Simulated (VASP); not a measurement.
The system is RhN.

```
Rh N
1.0
     2.96283    0.00000    0.00000
    -1.48141    2.56588    0.00000
     0.00000    0.00000    2.89157
Rh N
1 1
Cartesian
  0.0000 0.0000 0.0000
  1.4814 0.8553 1.4458
```

The cell comes from a database or a generator and needn't be the stable form of this composition.

Base run:

```yaml
Program: VASP 6.6.1
Functional: PBE
Potentials_or_basis: VASP PAW PBE potentials, release 64 (Rh_pv, N)
Cutoff: 520 eV
k_mesh: 7 × 7 × 7
Occupations: gaussian, width 0.05 eV
Spin: collinear spin, ferromagnetic start
Starting_moments: "[0.6, 0.0] μB"
Hubbard_terms: Rh d U = 7 eV
```

Its results: pressure 3.9 GPa.

Task: The run is repeated on the same cell with these changes: further incar settings from ALGO = Fast; EDIFF = 1e-07; NBANDS = 21 to ALGO = Normal; EDIFF = 1e-07; fixed moment from none to 0 μB. What comes out?

Result: Pressure -15.2 GPa.

Caveats: the total moment is fixed, so each spin has its own Fermi level (some runs).
